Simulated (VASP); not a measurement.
# LuScN2: single point with PBE

The system is LuScN2.

```
Sc N Lu
1.0
     3.27260    0.00000    0.00000
     0.00000    3.27260    0.00000
     0.00000    0.00000    4.55739
Sc N Lu
1 2 1
Direct
  0.00000 0.00000 0.00000
  0.00000 0.00000 0.50000
  0.50000 0.50000 0.00000
  0.50000 0.50000 0.50000
```

The cell was built by a generator and needn't be a form met in nature.

The cell isn't the ideal one: uniaxial_z strain -1.3%.

* Program: VASP 6.6.1
* Task: single point
* Functional: PBE
* Potentials or basis: VASP PAW PBE potentials, release 64 (Sc_sv, N, Lu)
* Cutoff: 520 eV
* k mesh: 8 × 8 × 6
* Occupations: fermi-dirac, width 0.02 eV
* Spin: no spin polarisation
* Dipole correction: no
* Further INCAR settings: ALGO = Normal; EDIFF = 1e-06; NBANDS = 31

The pressure is 6.1 GPa. The band gap on the k mesh is none (metal or under the smearing width).

Stress tensor (GPa, compression positive):
```
4.53 0.00 0.00
0.00 4.53 0.00
0.00 0.00 9.12
```

Levels at points of the mesh, in eV from the Fermi level:
| k point | band 19 | band 20 | band 21 | band 22 | band 23 | band 24 | band 25 | band 26 | band 27 | band 28 |
| --- | --- | --- | --- | --- | --- | --- | --- | --- | --- | --- |
| (0.00, 0.00, 0.00) | -0.76 | -0.76 | -0.11 | 0.15 | 0.15 | 0.19 | 2.57 | 2.57 | 2.90 | 3.68 |
| (0.50, 0.00, 0.00) | -2.68 | -2.62 | -2.45 | -2.12 | -1.55 | 3.60 | 3.77 | 4.25 | 5.13 | 5.21 |
| (0.50, 0.50, 0.00) | -2.67 | -0.87 | -0.59 | -0.59 | -0.31 | -0.07 | -0.07 | 4.63 | 4.98 | 5.00 |
| (0.00, 0.00, 0.50) | -2.47 | -1.06 | -1.06 | -0.47 | -0.47 | 0.95 | 1.34 | 3.82 | 4.32 | 4.32 |
| (0.50, 0.00, 0.50) | -2.85 | -2.85 | -2.85 | -2.65 | -2.63 | 4.37 | 4.40 | 4.48 | 6.90 | 6.97 |
| (0.50, 0.50, 0.50) | -2.88 | -2.84 | -2.16 | -1.99 | -1.99 | 3.41 | 3.41 | 4.87 | 4.87 | 4.99 |

It took 38 s on 1 thread of Intel(R) Xeon(R) 6975P-C (Granite Rapids), with other jobs on the host, peak memory 0.23 GiB.

Spin-orbit coupling is left out, which matters for the levels of Lu.
